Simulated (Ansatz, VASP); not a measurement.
Two plane-wave programs on LiAl12

```
Al Li
1.0
     5.71430    0.00000    0.00000
    -2.85715    4.94873    0.00000
     0.00000    0.00000   20.10164
Al Li
12 1
Cartesian
  1.4286 0.8248 4.0000
  0.0000 3.2992 4.0000
  4.2857 0.8248 4.0000
  2.8572 3.2992 4.0000
  0.0000 1.6496 6.3009
  -1.4286 4.1239 6.3009
  2.8572 1.6496 6.3009
  1.4286 4.1239 6.3009
  0.0000 0.0000 8.6016
  -1.4286 2.4744 8.6016
  2.8572 0.0000 8.6016
  1.4286 2.4744 8.6016
  0.0000 0.0000 11.1122
```

Alike in both runs: functional PBE; k mesh 6 × 6 × 1; occupations gaussian, width 0.1 eV; no spin polarisation.

Ansatz relaxed the structure, and its values are those at the end. VASP's run is a single point on that final structure, the one shown.

|  | VASP | Ansatz |
| --- | --- | --- |
| version | VASP 6.6.1 | Ansatz 0.2.0 |
| potentials or method | VASP PAW PBE potentials, release 64 (Al, Li_sv) | scalar-relativistic, plane waves, PAW |
| plane-wave cutoff (eV) | 520 | 420 |
| valence electrons in the cell | 39 | 39 |

|  | VASP | Ansatz | Ansatz less VASP |
| --- | --- | --- | --- |
| gap on the k mesh at the Fermi level (eV) | none | none | - |
| rms of the force components (eV/Å) | 0.098 | 0.097 | -0.0008 |

A gap of «none» marks a metal or a gap that the smearing closes. The functional is the same, so the differences come from potentials, cutoffs and numerics. Ansatz warned: «vacuum_density_over_bound».
